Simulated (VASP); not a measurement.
Level of theory: PW91 GGA, VASP's PBE PAW potentials (set 64) (plane waves; VASP). For the first row: Numerical set-up: 520 eV cut-off, 7×7×7 Γ-centred mesh, Gaussian smearing of 0.050 eV, potentials K_sv Br.

```tsv
system	energy (eV/atom)
KBr (rock salt)	-3.1413
K atom	-0.1793
Br atom	-0.1996
```

Atoms are spin-polarised in a large box without symmetry, with the spin fixed by Hund's rule, and may not be in the lowest state of each functional; no zero-point energy is added.

Task: What is the cohesive energy per atom of KBr?

Result: The references average (1×(-0.1793) + 1×(-0.1996))/2 = -0.1895 eV, so the cohesive energy is -0.1895 − (-3.1413) = 2.952 eV/atom. Measured: 3.102 eV/atom at 0 K (as given by Klaus Doll et al., Physical review. B, Condensed matter (1998), arXiv:cond-mat/9801031; zero-point energy (Debye) added).
